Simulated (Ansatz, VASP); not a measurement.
# As (arsenene bilayer, AA') in two plane-wave programs, part 2 of 2

Wanted: the spread between two codes on one cell, functional and k mesh. Of the first pair: The structure shown is the start of the Ansatz relaxation below; VASP solves that cell, so the two are compared at the walk's first step.

VASP 6.6.1 and Ansatz 0.2.0.

So far. Step 4 (Side by side): The forces differ by 45 meV/Å r.m.s., which is 14.5 % of the r.m.s. force of 0.307 eV/Å (both taken over all components). With vacuum in the cell, a pressure given here is an average over mostly empty space and none of the material.

### Step 6. Ansatz: relaxation, PBE with D3(BJ)

Level of this step: Ansatz beside VASP: Kohn-Sham DFT, plane waves, PBE with D3(BJ) (Ansatz).

This run makes the geometry at which the two programs are then compared.

The structure compared here is the end of the Ansatz relaxation.

Contents of input.yaml:

```yaml
crystal:
  lattice:
    - [3.61, 0.0, 0.0]
    - [-1.805, 3.1263517077, 0.0]
    - [0.0, 0.0, 42.6000000002]
  atoms:
    - { symbol: As, position: [0.6666666667, 0.3333333333, 0.4319248826] }
    - { symbol: As, position: [0.3333333333, 0.6666666667, 0.4647887324] }
    - { symbol: As, position: [0.3333333333, 0.6666666667, 0.5352112676] }
    - { symbol: As, position: [0.6666666667, 0.3333333333, 0.5680751174] }
  periodic: [true, true, false]
kpoints:
  mp_grid: { grid: [12, 12, 1] }
hamiltonian:
  xc: pbe
  dispersion: d3bj
  pseudopotentials: { kind: paw, azcp: { folder: soft_1 } }
scf:
  occupations: { method: fermi_dirac, width: 0.05 }
  convergence: { dr2_threshold: 1.0e-09 }
relax:
  f_tol: 0.004
  max_steps: 90
  cell: {}
output:
  write_potential: true
  write_density: true
  volumetric_format: npy
```

Started as:

```sh
ansatz run input.yaml --threads 4 --pin off --max-ram 6144MiB --backend cpu --events-out ev --progress --plain --runs-dir out
```

Numbers of over 12 decimals in the logs are rounded to 6 here.

Output:

```text
[...]
Crystal: 4 atoms, lattice volume = 480.789 Å³
Basis set: ecut = 420 eV, 9287 PW (Γ), exchange–correlation on 50×50×576 points (8 copies of the dense FFT grid, shifted against one another)
Bands: 36, of which v1, the nominal top of the filled ones, is band 30 counted from 1 (29 counted from 0)
Symmetry: 12 space group operations
[...]
--- Relaxed structure (6 steps of the walk, 6 accepted, 1 SCFs on fresh bases) ---
[...]
cell:  # Å, volume = 470.0242 Å³
    - [3.569357, 0.0, 0.0]
    - [-1.784679, 3.091154, 0.0]
    - [0.0, 0.0, 42.6000000002]
  atoms:
    - { symbol: As, position: [0.666667, 0.333333, 0.422063] }
    - { symbol: As, position: [0.333333, 0.666667, 0.454898] }
    - { symbol: As, position: [0.333333, 0.666667, 0.545102] }
    - { symbol: As, position: [0.666667, 0.333333, 0.577937] }
[key lines of the parts left out:]
SCF converged after 5 iterations
Free energy (F): -19425.537960 eV
Fermi energy:    -4.610872 eV
P = ½ c Tr σ = 0.0143 N/m
```

### Step 7. VASP: single point, PBE with D3(BJ), relaxed cell, pair 2

The same cell, functional, mesh and smearing now go to VASP, with its own data sets.

Contents of INCAR:

```
SYSTEM = As
PREC = Accurate
ENCUT = 400
EDIFF = 1E-06
NELM = 120
ISMEAR = -1
SIGMA = 0.05
LREAL = .FALSE.
ALGO = Normal
GGA = PE
IVDW = 12
NBANDS = 16
LORBIT = 11
LWAVE = .FALSE.
LCHARG = .FALSE.
ISIF = 2
LDIPOL = .TRUE.
IDIPOL = 3
DIPOL = 0.5 0.5 0.5
LVHAR = .TRUE.
LASPH = .TRUE.
GGA_COMPAT = .FALSE.
EFERMI = MIDGAP
NELMDL = -8
KPAR = 2
```

Contents of POSCAR:

```
As
1.0
    3.5693570726      0.0000000000      0.0000000000
   -1.7846785363      3.0911539001      0.0000000000
    0.0000000000      0.0000000000     42.6000000002
As
4
Direct
    0.6666666667      0.3333333333      0.4220634165
    0.3333333334      0.6666666666      0.4548980543
    0.3333333334      0.6666666666      0.5451019457
    0.6666666667      0.3333333333      0.5779365835
```

Contents of KPOINTS:

```
Automatic mesh
0
Gamma
12 12 1
0 0 0
```

Potentials, in the order of the species: As (PBE family, release 64).

Started as:

```sh
mpirun -np 2 vasp_std
```

Output:

```text
[... set-up lines as in an earlier step ...]
 entering main loop
       N       E                     dE             d eps       ncg     rms          rms(c)
DAV:   1     0.134197910686E+03    0.13420E+03   -0.49540E+03   608   0.667E+02
DAV:   2    -0.260829930951E+01   -0.13681E+03   -0.12682E+03   984   0.130E+02
DAV:   3    -0.184024440400E+02   -0.15794E+02   -0.15750E+02   848   0.580E+01
DAV:   4    -0.187407713634E+02   -0.33833E+00   -0.33760E+00   816   0.106E+01
[...]
DAV:  20    -0.186254677613E+02   -0.56950E-05   -0.12266E-07   576   0.748E-04    0.195E-04
DAV:  21    -0.186254722979E+02   -0.45365E-05   -0.13015E-07   576   0.868E-04    0.107E-04
DAV:  22    -0.186254731531E+02   -0.85526E-06   -0.94408E-09   440   0.281E-04
   1 F= -.19638357E+02 E0= -.19638357E+02  d E =-.540994E-06
```

From OUTCAR (step 7):

```text
 Edisp (eV)   -1.01288

  Total       0.15452     0.15452     0.24253     0.00000     0.00000    -0.00000
  in kB       0.52673     0.52673     0.82672     0.00000     0.00000    -0.00000
  external pressure =        0.63 kB  Pullay stress =        0.00 kB

 POSITION                                       TOTAL-FORCE (eV/Angst)
 -----------------------------------------------------------------------------------
      1.78468      1.03038     17.97990         0.000000      0.000000     -0.090739
      0.00000      2.06077     19.37866        -0.000000     -0.000000      0.090251
      0.00000      2.06077     23.22134        -0.000000     -0.000000     -0.090251
      1.78468      1.03038     24.62010         0.000000      0.000000      0.090739
 -----------------------------------------------------------------------------------
    total drift:                               -0.000000      0.000000      0.000000

  FREE ENERGIE OF THE ION-ELECTRON SYSTEM (eV)
  ---------------------------------------------------
  free  energy   TOTEN  =       -19.6383570753 eV

  energy  without entropy=      -19.6383565343  energy(sigma->0) =      -19.63835680

[... 1 part as in an earlier step ...]

[... 2 further parts left out ...]
[key lines of the parts left out:]
E-fermi :  -2.8180
```

### Step 8. Differences

What differs besides the data sets and the points named for the pairs above, as far as they apply: the data sets hold 60 valence electrons in Ansatz (on its PAW soft_1 files) and 20 in VASP. Total energies have different zeros and are not compared.

The two programs side by side:

```tsv
quantity	Ansatz	VASP	difference
gap on the k mesh (eV)	1.269	1.275	-0.006
```

Forces (eV/Å; atoms numbered as in POSCAR):

```tsv
atom	Ansatz x, y, z	VASP x, y, z
As1	0.000, 0.000, -0.003	0.000, 0.000, -0.091
As2	0.000, 0.000, 0.002	0.000, 0.000, 0.090
As3	0.000, 0.000, -0.002	0.000, 0.000, -0.090
As4	0.000, 0.000, 0.003	0.000, 0.000, 0.091
```

The forces differ by 51 meV/Å r.m.s., where the r.m.s. force is 0.001 eV/Å in Ansatz and 0.052 eV/Å in VASP: the atoms lie near their places of rest in Ansatz, so a percentage would say little (all taken over all components). A gap on the mesh is an upper bound, since the band edges may lie between its points. With vacuum in the cell, a pressure given here is an average over mostly empty space and none of the material.

### Step 9. Outcome

| Item | Value |
| --- | --- |
| r.m.s. force difference (single point, PBE with D3(BJ), start cell, pair 1) | 15 % of the r.m.s. force |
| r.m.s. force difference (single point, PBE with D3(BJ), relaxed cell, pair 2) | 51 meV/Å |

In words: The r.m.s. force difference is 15 % of the r.m.s. force (single point, PBE with D3(BJ), start cell, pair 1), beyond the 3 % picked in this series as the mark of a large difference. The data sets hold unlike numbers of valence electrons (60 in Ansatz and 20 in VASP), so part of the differences comes from the potentials. Single point, PBE with D3(BJ), start cell, pair 1, VASP with the data sets As_d and a cutoff of 520 eV: r.m.s. force difference goes from 45 to 11 meV/Å. What causes the difference of the single point, PBE with D3(BJ), relaxed cell, pair 2 pair stays open here. How closely two codes agree says nothing of how well the functional describes the real material.

[Lines on the potential files, build, host, timing and source positions are cut from VASP's logs without a mark.]

[Logs are printed without paths, hosts, clocks, repeated set-up lines and the standing remarks that a program may print on its own settings, such as how far it seeks lower states.]

[Hosts, paths, dates, database ids (printed as entryN), source tags and the programs' standing remarks are cut or masked in the printed files.]
